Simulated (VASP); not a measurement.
Input of a VASP 6.6.1 run:

INCAR

```
ALGO = Normal
EDIFF = 1E-7
EDIFFG = -0.005
ENCUT = 600
GGA = PE
IBRION = 2
ISIF = 3
ISMEAR = 0
LASPH = T
LCHARG = F
LREAL = F
LWAVE = F
NELM = 80
NSW = 90
PREC = Accurate
SIGMA = 0.03
```

The input KPOINTS:

```
k-points
0
Gamma
  10 10 10
```

File POSCAR:

```
GaSb                                    
1.0
    0.0000000000      3.1084296416      3.1084296416
    3.1084296416      0.0000000000      3.1084296416
    3.1084296416      3.1084296416      0.0000000000
  Ga              Sb            
     1     1
Direct
     0.0000000000000000    0.0000000000000000    0.0000000000000000
     0.2500000000000000    0.2500000000000000    0.2500000000000000
```

Potentials or basis: VASP PAW PBE potentials, release 64 (Ga_d, Sb).

The run is started by

```sh
$ cat potpaw_PBE.64/Ga_d/POTCAR potpaw_PBE.64/Sb/POTCAR > POTCAR
$ mpirun -np 1 vasp_std > vasp.out
```

Question: Estimate the band gap on the k mesh.

Answer: None (metal or under the smearing width).

Final structure:
```cif
data_structure
_symmetry_space_group_name_H-M 'P 1'
_symmetry_Int_Tables_number 1
_cell_length_a 4.3960
_cell_length_b 4.3960
_cell_length_c 4.3960
_cell_angle_alpha 60.000
_cell_angle_beta 60.000
_cell_angle_gamma 60.000
_cell_volume 60.07
loop_
_atom_site_label
_atom_site_type_symbol
_atom_site_fract_x
_atom_site_fract_y
_atom_site_fract_z
_atom_site_occupancy
Ga1 Ga 0.00000 0.00000 0.00000 1
Sb1 Sb 0.25000 0.25000 0.25000 1
```

Caveat: the relaxation stopped at its first step, so nothing moved; this crystal is a semiconductor, whose small gap the functional closes, so the metal is an error of the method. Spin-orbit coupling is left out, which matters for the levels of Sb.
